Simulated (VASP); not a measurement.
Data:

```xyz
2
Lattice="0.0000 2.9427 2.9427 2.9427 0.0000 2.9427 2.9427 2.9427 0.0000" Properties=species:S:1:pos:R:3 pbc="T T T"
In     0.0000     0.0000     0.0000
P      1.4713     1.4713     1.4713
```

Method: TPSS meta-GGA, VASP's PBE PAW potentials (set 64) (plane waves; VASP 6.6.1). Run with 520 eV cut-off, 8×8×8 Γ-centred mesh, Gaussian smearing of 0.050 eV, potentials In_d P.

Task: Give the stress tensor in GPa (positive for a compressed cell).

Result: 
```
1.85  0.00  0.00
0.00  1.85  0.00
0.00  0.00  1.85
```
The pressure is its mean diagonal, 1.85 GPa.

The compound is InP in the zinc blende structure. This cell is one point of a volume scan, at 0.97 of the reference volume.
